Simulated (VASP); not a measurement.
The system is Ge.

```xyz
2
Lattice="0.0000 2.8289 2.8289 2.8289 0.0000 2.8289 2.8289 2.8289 0.0000" Properties=species:S:1:pos:R:3 pbc="T T T"
Ge    2.8289    2.8289    2.8289
Ge    4.2434    4.2434    4.2434
```

Base run:

| Item | Value |
| --- | --- |
| Program | VASP 6.6.1 |
| Functional | r2SCAN |
| Potentials or basis | VASP PAW PBE potentials, release 64 (Ge_d) |
| Cutoff | 520 eV |
| k mesh | 10 × 10 × 10 |
| Occupations | fermi-dirac, width 0.05 eV |
| Spin | no spin polarisation |

Its results: band gap on the k mesh 0.40 eV, direct.

Question: The run is repeated on the same cell with these changes: functional from r2SCAN to TB-mBJ. What comes out?

Answer: Band gap on the k mesh 0.71 eV, indirect (least direct gap 0.75 eV).

A k mesh can miss the band edges.
